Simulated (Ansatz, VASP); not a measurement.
Two plane-wave programs on Na2Sb5

```
Na Sb
1.0
     0.00000    5.52499    5.52499
     5.52499    0.00000    5.52499
     5.52499    5.52499    0.00000
Na Sb
2 5
Direct
  0.50000 0.50000 0.50000
  0.25000 0.25000 0.25000
  0.00000 0.00000 0.00000
  0.84694 0.84694 0.84694
  0.84694 0.84694 0.45917
  0.84694 0.45917 0.84694
  0.45917 0.84694 0.84694
```

Alike in both runs: functional PBE; k mesh 4 × 4 × 4; occupations gaussian, width 0.1 eV; no spin polarisation.

Ansatz relaxed the structure, and its values are those at the end. VASP's run is a single point on that final structure, the one shown.

```csv
,VASP,Ansatz
version,VASP 6.6.1,Ansatz 0.2.0
potentials or method,"VASP PAW PBE potentials, release 64 (Na_pv, Sb)","scalar-relativistic, plane waves, PAW"
plane-wave cutoff (eV),520,420
valence electrons in the cell,39,93
```

```tsv
	VASP	Ansatz	Ansatz less VASP
gap on the k mesh at the Fermi level (eV)	none	none	-
pressure (GPa)	0.1	0.1	-0.01
rms of the force components (eV/Å)	0.008	0.006	-0.0029
```

A gap of «none» marks a metal or a gap that the smearing closes. With one functional, cell and mesh, what is left measures potentials, basis and numerics. The two sets of potentials don't hold the same shells in valence.

The runs have no spin-orbit coupling, so splittings on Sb are missing.
